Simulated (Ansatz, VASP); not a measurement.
## Tl2SnH4: VASP beside Ansatz

```
CELL_PARAMETERS angstrom
3.67206 0.00000 0.00000
-1.83603 3.18010 0.00000
0.00000 0.00000 11.93194
ATOMIC_POSITIONS crystal
Tl 0.00000 0.00000 0.76066
Tl 0.00000 0.00000 0.23934
Sn 0.33333 0.66667 0.00000
H 0.00000 0.00000 0.41772
H 0.00000 0.00000 0.58228
H 0.00000 0.00000 0.50000
H 0.00000 0.00000 0.00000
```

Alike in both runs: functional PBE; k mesh 3 × 3 × 4; occupations gaussian, width 0.1 eV; no spin polarisation.

Ansatz relaxed the structure, and its values are those at the end. VASP's run is a single point on that final structure, the one shown.

|  | VASP | Ansatz |
| --- | --- | --- |
| version | VASP 6.6.1 | Ansatz 0.2.0 |
| potentials or method | VASP PAW PBE potentials, release 64 (Tl_d, Sn_d, H) | scalar-relativistic, plane waves, PAW |
| plane-wave cutoff (eV) | 520 | 420 |
| valence electrons in the cell | 44 | 44 |

```csv
,VASP,Ansatz,Ansatz less VASP
gap on the k mesh at the Fermi level (eV),none,none,-
pressure (GPa),-0.1,0.0,+0.08
```

A gap of «none» marks a metal or a gap that the smearing closes.

Caveats: the k mesh is coarse (spacing up to 0.66 Å⁻¹), so the values aren't converged. The runs have no spin-orbit coupling, so splittings on Tl are missing.
